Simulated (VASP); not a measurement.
Write the native input for VASP 6.6.1 that does the following.

* Task: single point
* Functional: PBE
* Potentials or basis: VASP PAW PBE potentials, release 64 (Sr_sv, Tl_d, B)
* Cutoff: 520 eV
* k mesh: 4 × 4 × 4
* Occupations: gaussian, width 0.1 eV
* Spin: no spin polarisation
* Dipole correction: no
* Further INCAR settings: ALGO = Normal; EDIFF = 1e-06; NBANDS = 30

The structure of SrTlB6 lies in POSCAR:

```
SrTlB6
1.0
    5.2950363141      0.0000000000      0.0000000000
    0.0000000000      5.2950363141      0.0000000000
    0.0000000000      0.0000000000      7.0868165438
Sr Tl B
1 1 6
Direct
    0.0000000000      0.0000000000      0.5000000000
    0.0000000000      0.0000000000      0.0000000000
    0.0000000000      0.5000000000      0.0000000000
    0.5000000000      0.0000000000      0.0000000000
    0.6486272780      0.6486272780      0.5000000000
    0.3513727220      0.3513727220      0.5000000000
    0.3513727220      0.6486272780      0.5000000000
    0.6486272780      0.3513727220      0.5000000000
```

The cell was built by a generator and needn't be a form met in nature.

The cell isn't the ideal one: random cell by space group and Wyckoff sites (P4/mmm, No. 123).

These files were run (other wordings do the same):

INCAR

```
SYSTEM = SrTlB6
PREC = Accurate
ENCUT = 520
EDIFF = 1E-6
ISMEAR = 0
SIGMA = 0.1
LREAL = .FALSE.
LASPH = .TRUE.
NELM = 100
ALGO = Normal
ISIF = 2
LWAVE = .FALSE.
LCHARG = .TRUE.
GGA = PE
LELF = .TRUE.
LVHAR = .TRUE.
NBANDS = 30
```

KPOINTS

```
Automatic mesh
0
G
  4 4 4
  0 0 0
```

Potentials or basis: VASP PAW PBE potentials, release 64 (Sr_sv, Tl_d, B).

The run is started by

```console
$ cat potpaw_PBE.64/Sr_sv/POTCAR potpaw_PBE.64/Tl_d/POTCAR potpaw_PBE.64/B/POTCAR > POTCAR
$ mpirun -np 1 vasp_std > vasp.out
```

It gave:

```json
{
  "Pressure": "0.1 GPa",
  "Largest force": "0.007 eV/Å",
  "Band gap on the k mesh": "none (metal or under the smearing width)"
}
```

Wall time 2 min on 1 thread of Intel(R) Xeon(R) Platinum 8488C (Sapphire Rapids), with other jobs on the host, peak memory 0.34 GiB.
